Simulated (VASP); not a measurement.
Energy against volume of BN (zinc blende). Computed with optB88-vdW, VASP's PBE PAW potentials (set 64) (plane waves; VASP). Settings: 520 eV cut-off, 12×12×12 Γ-centred mesh, Gaussian smearing of 0.050 eV, potentials B N.

| V (Å³/atom) | E (eV/atom) |
|---|---|
| 5.772 | -7.74587 |
| 5.951 | -7.75274 |
| 6.129 | -7.74705 |
| 6.308 | -7.73045 |

Q: Fit these four points and predict the energy of the run at 5.594 Å³/atom.

A: A cubic in V^(−2/3), the third-order Birch-Murnaghan form, passes through the four points with V0 = 5.95 Å³/atom and B0 = 374 GPa, and gives -7.7245 eV/atom there. The run gave -7.7246 eV/atom, -0.1 meV/atom from the fit; all five points give B0 = 374 GPa.

The compound is BN in the zinc blende structure. It was relaxed first.
